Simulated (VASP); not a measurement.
```
CsCl
1.0
    3.92996     0.00000     0.00000
    0.00000     3.92996     0.00000
    0.00000     0.00000     3.92996
Cs Cl
1 1
Direct
  0.00000   0.00000   0.00000
  0.50000   0.50000   0.50000
```

The numbers are results of PBE GGA, VASP's PBE PAW potentials (set 64) (plane waves; VASP), not measurements. Numerical set-up: 500 eV cut-off, 7×7×7 Γ-centred mesh, Gaussian smearing of 0.050 eV, potentials Cs_sv Cl.

Energy and stress use the plane-wave basis of the starting cell.

Problem. The ions, cell shape and volume at an external pressure of 10.0 GPa are relaxed. Give the cell that the relaxation ends in.

Solution. 
```
CsCl
1.0
    3.79270     0.00000     0.00000
    0.00000     3.79270     0.00000
    0.00000     0.00000     3.79270
Cs Cl
1 1
Direct
  0.00000   0.00000   0.00000
  0.50000   0.50000   0.50000
```
Space group Pm-3m (221), at a tolerance of 0.03 Å.

Problem. How do energy and volume change from the first to the last step?

Solution. The energy (σ→0) changes by +139.5 meV/atom and the volume by -10.1 %, in 3 ionic steps.

The compound is CsCl in the CsCl type structure. This run relaxes it under an external pressure of 10 GPa. Symmetry was kept, so distortions that lower it aren't found.
